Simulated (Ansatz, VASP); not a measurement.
**Two plane-wave programs on NaB2**

```
Na B
1.0
     2.66403    0.00000    0.00000
    -1.33201    2.30712    0.00000
     0.00000    0.00000   12.08031
Na B
2 4
Direct
  0.00000 0.00000 0.50000
  0.00000 0.00000 0.00000
  0.66667 0.33333 0.31765
  0.33333 0.66667 0.68235
  0.33333 0.66667 0.81765
  0.66667 0.33333 0.18235
```

Alike in both runs: functional PBE; k mesh 18 × 18 × 4; occupations gaussian, width 0.1 eV; no spin polarisation.

Ansatz relaxed the structure, and its values are those at the end. VASP's run is a single point on that final structure, the one shown.

|  | VASP | Ansatz |
| --- | --- | --- |
| version | VASP 6.6.1 | Ansatz 0.2.0 |
| potentials or method | VASP PAW PBE potentials, release 64 (Na_pv, B) | scalar-relativistic, plane waves, PAW |
| plane-wave cutoff (eV) | 520 | 420 |
| valence electrons in the cell | 26 | 30 |

|  | VASP | Ansatz | Ansatz less VASP |
| --- | --- | --- | --- |
| gap on the k mesh at the Fermi level (eV) | none | none | - |
| pressure (GPa) | 0.1 | 0.0 | -0.08 |

A gap of «none» marks a metal or a gap that the smearing closes. The two sets of potentials don't hold the same shells in valence.
